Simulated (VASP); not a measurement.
Elastic constants (GPa) of a crystal from PBEsol GGA, VASP's PBE PAW potentials (set 64) (VASP):

|  | xx | yy | zz | yz | xz | xy |
|---|---|---|---|---|---|---|
| xx | 86.4 | 53.9 | 46.5 | 0.0 | 0.0 | 0.0 |
| yy | 53.9 | 86.4 | 46.5 | 0.0 | 0.0 | 0.0 |
| zz | 46.5 | 46.5 | 95.3 | 0.0 | 0.0 | 0.0 |
| yz | 0.0 | 0.0 | 0.0 | 14.8 | 0.0 | 0.0 |
| xz | 0.0 | 0.0 | 0.0 | 0.0 | 14.8 | 0.0 |
| xy | 0.0 | 0.0 | 0.0 | 0.0 | 0.0 | 16.2 |

Q: Work out the Voigt, Reuss and Hill moduli, Young's modulus and Poisson's ratio.

A: All eigenvalues are positive (smallest 14.8 GPa), so the crystal is stable. K_V = (C11+C22+C33+2(C12+C13+C23))/9 = (268.1 + 2×146.9)/9 = 62.4 GPa; G_V = (268.1 − 146.9 + 3×45.8)/15 = 17.2 GPa. From the compliances, K_R = 62.4 GPa and G_R = 16.7 GPa. Hill: K = 62.4 GPa, G = 17.0 GPa, E = 9KG/(3K+G) = 46.7 GPa, ν = (3K−2G)/(2(3K+G)) = 0.375. K/G = 3.68, above Pugh's 1.75; universal anisotropy A^U = 0.17.

Q: With a density of 4.86 g/cm³, what are the mean sound speeds?

A: v_l = √((K+4G/3)/ρ) = 4.19 km/s and v_t = √(G/ρ) = 1.87 km/s. The crystal is CdS (wurtzite), hexagonal.

The compound is CdS in the wurtzite structure. It was relaxed first.
